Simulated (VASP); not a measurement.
VASP runs on PbO (litharge) share one base input (PBE GGA, plane waves, VASP's PBE PAW potentials (set 64)) and change the settings named in each case.

KPOINTS:
```
kpoints
0
Gamma
  5 5 4
0 0 0
```

### POSCAR
```
PbO
4.05960
  1.0000000000   0.0000000000   0.0000000000
  0.0000000000   1.0000000000   0.0000000000
  0.0000000000   0.0000000000   1.2613065327
Pb O
2 2
Direct
  0.5000000000   0.0000000000   0.7650000000
  0.0000000000   0.5000000000   0.2350000000
  0.5000000000   0.5000000000   0.0000000000
  0.0000000000   0.0000000000   0.0000000000
```

INCAR:
```
ALGO=Normal
EDIFF=1E-6
ENCUT=520
GGA=PE
ISIF=2
ISMEAR=0
LASPH=T
LCHARG=F
LMAXMIX=4
LREAL=F
LWAVE=F
NELM=100
PREC=Accurate
SIGMA=0.05
SYSTEM=PbO
```

POTCAR, in this order: Pb_d O (PBE.64 set). Program: vasp_std.

| change | E(σ→0) (eV/atom) | pressure (GPa) | largest force (eV/Å) | plane waves |
|---|---|---|---|---|
| base run | -5.3717 | -0.18 | 0.300 | 2307 |
| ENCUT = 250 | -5.5257 | -38.53 | 0.319 | 777 |
| ENCUT = 350 | -5.3916 | -7.69 | 0.320 | 1268 |
| ENCUT = 400 | -5.3801 | -2.57 | 0.306 | 1553 |
| ENCUT = 500 | -5.3717 | -0.20 | 0.299 | 2183 |
| ENCUT = 550 | -5.3719 | -0.17 | 0.300 | 2491 |
| ENCUT = 650 | -5.3734 | -0.22 | 0.304 | 3201 |
| ENCUT = 800 | -5.3744 | -0.13 | 0.306 | 4376 |
 Unless said otherwise, spin-orbit coupling is left out, though it shifts the bands of the heavy elements here.

Left out are runs that ran out of time, are held back, or changed the cell or the kind of run, fixed moments of cells without a moment, rows past the twelfth, gaps on odd meshes, pressures of charged cells and columns that move by less than the noise.

The compound is PbO in the litharge structure. The cell was not relaxed at this level, forces remain on its atoms.
